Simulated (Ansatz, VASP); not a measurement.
# CsPbCl3: VASP beside Ansatz, part 2 of 2

Wanted: the spread between two codes on one cell, functional and k mesh. The cell is taken from a series of runs on this material, whose earlier steps may have relaxed, scaled, displaced or heated it; both programs get it as it stands.

VASP 6.6.1 and Ansatz 0.2.0.

So far: The starting structure; Ansatz: single point, HSE06.

**3. VASP: single point, HSE06**

Level of this step: HSE06; plane waves and PAW (Cs_sv, Pb_d, Cl) (VASP).

The same cell, functional and mesh now go to VASP, with its own data sets.

Lines of VASP's logs that name or quote its potential files are left out, and so is its time.

The run reads the wave functions of an earlier VASP run, which isn't shown here.

The input, INCAR:

```
SYSTEM = CsPbCl3
PREC = Accurate
ENCUT = 400
EDIFF = 1E-06
NELM = 100
ISMEAR = 0
SIGMA = 0.01
LREAL = .FALSE.
ALGO = Normal
LHFCALC = .TRUE.
AEXX = 0.25
GGA = PE
HFSCREEN = 0.208
LASPH = .TRUE.
NBANDS = 28
PRECFOCK = Fast
LORBIT = 11
LWAVE = .FALSE.
LCHARG = .FALSE.
ISIF = 2
```

The input, POSCAR:

```
CsPbCl3
1.0
    5.6610500000      0.0000000000      0.0000000000
    0.0000000000      5.6050000000      0.0000000000
    0.0000000000      0.0000000000      5.6050000000
Cs Pb Cl
1 1 3
Direct
    0.0000000000      0.0000000000      0.0000000000
    0.5000000000      0.5000000000      0.5000000000
    0.5000000000      0.5000000000      0.0000000000
    0.0000000000      0.5000000000      0.5000000000
    0.5000000000      0.0000000000      0.5000000000
```

The input, KPOINTS:

```
Automatic mesh
0
Gamma
2 2 2
0 0 0
```

PAW data sets: Cs_sv, Pb_d and Cl (PBE family, release 64).

Run with:

```sh
> export OMP_NUM_THREADS=3
> mpirun -np 1 vasp_std
```

Numbers of over 12 decimals in the logs are rounded to 6 here.

The log of the run:

```text
[banner, memory and clock lines left out]
running    1 mpi-ranks, on    1 nodes
 distrk:  each k-point on    1 cores,    1 groups
 distr:  one band on    1 cores,    1 groups
 Offloading initialized ...    1 GPUs detected
 POSCAR found type information on POSCAR CsPbCl
 POSCAR found :  3 types and       5 ions
 LDA part: xc-table for (Slater+PW92), standard interpolation
 found WAVECAR, reading the header
 POSCAR, INCAR and KPOINTS ok, starting setup
 FFT: planning ... GRIDC
 FFT: planning ... GRID_SOFT
 FFT: planning ... GRID
 reading WAVECAR
 the WAVECAR file was read successfully
 initial charge from wavefunction
 entering main loop
       N       E                     dE             d eps       ncg     rms          rms(c)
DAV:   1    -0.203410072986E+02   -0.20341E+02   -0.79240E-01   384   0.700E+00    0.140E+00
DAV:   2    -0.203479674427E+02   -0.69601E-02   -0.42352E-02   388   0.100E+00    0.815E-01
DAV:   3    -0.203463110432E+02    0.16564E-02   -0.29980E-03   460   0.426E-01    0.478E-01
DAV:   4    -0.203458412080E+02    0.46984E-03   -0.71585E-04   392   0.196E-01    0.287E-01
DAV:   5    -0.203457304245E+02    0.11078E-03   -0.17712E-04   460   0.975E-02    0.172E-01
DAV:   6    -0.203456929905E+02    0.37434E-04   -0.29041E-05   432   0.450E-02    0.998E-02
DAV:   7    -0.203456824843E+02    0.10506E-04   -0.96117E-06   412   0.256E-02    0.573E-02
DAV:   8    -0.203456799148E+02    0.25695E-05   -0.34133E-06   368   0.153E-02    0.329E-02
DAV:   9    -0.203456799835E+02   -0.68690E-07   -0.13141E-06   304   0.968E-03
   1 F= -.20345680E+02 E0= -.20345680E+02  d E =-.307093E-22
```

From OUTCAR (step 3):

```text
ion  position               nearest neighbor table
   1  0.000  0.000  0.000-
   2  0.500  0.500  0.500-   3 2.80   5 2.80   3 2.80   5 2.80   4 2.83   4 2.83
   3  0.500  0.500  0.000-   2 2.80   2 2.80
   4  0.000  0.500  0.500-   2 2.83   2 2.83
   5  0.500  0.000  0.500-   2 2.80   2 2.80

  LATTYP: Found a simple tetragonal cell.
 ALAT       =     5.6050000000
 C/A-ratio  =     1.0100000000

 Subroutine GETGRP returns: Found 16 space group operations
 (whereof 16 operations were pure point group operations)

The static configuration has the point symmetry D_4h.

 Found      6 irreducible k-points:

   k-points           NKPTS =      6   k-points in BZ     NKDIM =      8   number of bands    NBANDS=     28

   dimension x,y,z NGX =    40 NGY =   40 NGZ =   40
   dimension x,y,z NGXF=    80 NGYF=   80 NGZF=   80

   ENCUT  =  400.0 eV  29.40 Ry    5.42 a.u.   9.23  9.14  9.14*2*pi/ulx,y,z

   NELECT =      44.0000    total number of electrons

 k-points in reciprocal lattice and weights: Automatic mesh
   0.00000000  0.00000000  0.00000000       0.125
   0.50000000  0.00000000  0.00000000       0.125
   0.00000000  0.50000000  0.00000000       0.250
   0.50000000  0.50000000  0.00000000       0.250
   0.00000000  0.50000000  0.50000000       0.125
   0.50000000  0.50000000  0.50000000       0.125

  exchange ACFDT corr.  =         0.00000000  see jH, gK, PRB 81, 115126

 average (electrostatic) potential at core
       1 -44.5220       2 -89.8230       3 -89.4396       4 -89.4127       5 -89.4396

 E-fermi :   1.2516

 k-point     1 :       0.0000    0.0000    0.0000
  band No.  band energies     occupation
    ...
     18      -1.8244      2.00000
     19      -1.8244      2.00000
     20      -1.7010      2.00000
     21      -1.6990      2.00000
     22      -1.6990      2.00000
     23       5.3906      0.00000
     24       6.3522      0.00000
     25       6.3798      0.00000
     26       7.3142      0.00000
     27       7.3142      0.00000
    ...

 k-point     2 :       0.5000    0.0000    0.0000
  band No.  band energies     occupation
    ...
     18      -1.9104      2.00000
     19      -1.9104      2.00000
     20      -1.8233      2.00000
     21      -1.8233      2.00000
     22      -0.7378      2.00000
     23       5.0217      0.00000
     24       6.7646      0.00000
     25       7.2793      0.00000
     26       7.5430      0.00000
     27       7.5430      0.00000
    ...

 k-point     3 :       0.0000    0.5000    0.0000
  band No.  band energies     occupation
    ...
     18      -1.9440      2.00000
     19      -1.9347      2.00000
     20      -1.8220      2.00000
     21      -1.8119      2.00000
     22      -0.6661      2.00000
     23       5.0700      0.00000
     24       6.7910      0.00000
     25       7.3370      0.00000
     26       7.3986      0.00000
     27       7.5301      0.00000
    ...

  Total        2.0353863      2.6935434      2.6935434      0.0000000      0.0000000      0.0000000
  in kB       18.3361948     24.2653374     24.2653374      0.0000000      0.0000000      0.0000000
  external PRESSURE =      22.2889565 kB  Pullay stress =       0.0000000 kB

  energy-cutoff  :      400.00
  volume of cell :      177.85
      direct lattice vectors                 reciprocal lattice vectors
     5.661050000  0.000000000  0.000000000     0.176645675  0.000000000  0.000000000
     0.000000000  5.605000000  0.000000000     0.000000000  0.178412132  0.000000000
     0.000000000  0.000000000  5.605000000     0.000000000  0.000000000  0.178412132

 POSITION                                       TOTAL-FORCE (eV/Angst)
 -----------------------------------------------------------------------------------
      0.00000      0.00000      0.00000         0.000000      0.000000      0.000000
      2.83053      2.80250      2.80250         0.000000      0.000000      0.000000
      2.83053      2.80250      0.00000         0.000000      0.000000      0.000000
      0.00000      2.80250      2.80250         0.000000      0.000000      0.000000
      2.83053      0.00000      2.80250         0.000000      0.000000      0.000000
 -----------------------------------------------------------------------------------
    total drift:                                0.000003     -0.000005      0.000008

  FREE ENERGIE OF THE ION-ELECTRON SYSTEM (eV)
  ---------------------------------------------------
  free  energy   TOTEN  =       -20.3456799835 eV

  energy  without entropy=      -20.3456799835  energy(sigma->0) =      -20.34567998

 total charge
# of ion       s       p       d       tot
------------------------------------------
    1        2.143   4.745   0.009   6.897
    2        1.592   0.335   9.874  11.801
    3        1.588   3.577   0.000   5.164
    4        1.587   3.572   0.000   5.160
    5        1.588   3.577   0.000   5.164
--------------------------------------------------
tot          8.497  15.806   9.883  34.186

[... 3 further parts left out ...]
```

The run ends at a pressure of 2.23 GPa.

**4. Side by side**

Known differences besides the potentials themselves: exact exchange at q = 0 is treated differently, which shows on coarse meshes; VASP keeps PBE cores, Ansatz makes them for the functional; fixed occupations in Ansatz, narrow Gaussian smearing in VASP; the cutoff is 420 eV in Ansatz and 400 eV in VASP; VASP takes a coarser grid for exact exchange (PRECFOCK = Fast). Total energies have different zeros and are not compared.

Compared:

| quantity | Ansatz | VASP | difference |
| --- | --- | --- | --- |
| gap on the k mesh (eV) | 2.689 | 2.687 | +0.001 |

A gap on the mesh is an upper bound, since the band edges may lie between its points; neither run holds spin-orbit coupling, which can move the band edges of a compound of Pb.

**5. Summary of results**

* difference in gap on the k mesh (single point, HSE06): 0.0014 eV

The difference in gap on the k mesh is 0.0014 eV (single point, HSE06), within the 0.08 eV picked in this series as the mark of a large difference. Such differences can come from data sets, numerical settings and the points named under the comparisons, not from the functional's error against experiment.

[Lines on the potential files, build, host, timing and source positions are cut from VASP's logs without a mark.]

[Logs are printed without paths, hosts, clocks, repeated set-up lines and the standing remarks that a program may print on its own settings, such as how far it seeks lower states.]

[Hosts, paths, dates, database ids (printed as entryN), source tags and the programs' standing remarks are cut or masked in the printed files.]
